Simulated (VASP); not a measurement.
```xyz
8
Lattice="5.1504 0.0000 0.0000 0.0000 5.1504 0.0000 0.0000 0.0000 5.1504" Properties=species:S:1:pos:R:3 pbc="T T T"
Cd     0.0000     5.1504     5.1504
S      1.4145     1.4145     1.4145
S      3.7360     3.7360     1.4145
S      3.7360     1.4145     3.7360
S      1.4145     3.7360     3.7360
Be     2.5752     2.5752     5.1504
Be     2.5752     5.1504     2.5752
Be     0.0000     2.5752     2.5752
```

Calculation: PBE GGA, VASP's PBE PAW potentials (set 64) (plane waves; VASP). Run with 400 eV cut-off, Gaussian smearing of 0.050 eV, potentials Cd S Be.

Question: Give the energies of bands 12 to 25 at the high-symmetry points, in eV from the valence-band maximum.

Answer: 
```json
[
 {"band": "12", "Γ": "-4.61", "X": "-3.74", "M": "-4.15", "R": "-5.32"},
 {"band": "13", "Γ": "-2.60", "X": "-3.25", "M": "-3.87", "R": "-5.32"},
 {"band": "14", "Γ": "-2.60", "X": "-3.25", "M": "-3.08", "R": "-1.77"},
 {"band": "15", "Γ": "-2.60", "X": "-3.06", "M": "-2.75", "R": "-1.77"},
 {"band": "16", "Γ": "-2.49", "X": "-2.86", "M": "-2.75", "R": "-1.29"},
 {"band": "17", "Γ": "-2.49", "X": "-2.35", "M": "-2.45", "R": "-1.29"},
 {"band": "18", "Γ": "-2.49", "X": "-1.82", "M": "-1.99", "R": "-1.29"},
 {"band": "19", "Γ": "0.00", "X": "-1.82", "M": "-1.07", "R": "-0.28"},
 {"band": "20", "Γ": "0.00", "X": "-0.80", "M": "-0.57", "R": "-0.28"},
 {"band": "21", "Γ": "0.00", "X": "-0.80", "M": "-0.57", "R": "-0.28"},
 {"band": "22", "Γ": "3.25", "X": "3.88", "M": "5.01", "R": "3.87"},
 {"band": "23", "Γ": "3.25", "X": "4.62", "M": "5.01", "R": "4.36"},
 {"band": "24", "Γ": "3.25", "X": "5.41", "M": "5.03", "R": "4.36"},
 {"band": "25", "Γ": "3.51", "X": "5.46", "M": "5.64", "R": "4.36"}
]
```

The gap is direct, 3.25 eV, from the valence maximum at Γ to the conduction minimum at Γ.

The structure was generated: Be3CdS4 was put into an ordered model structure (P-43m), which need not be its known phase. It was relaxed first.
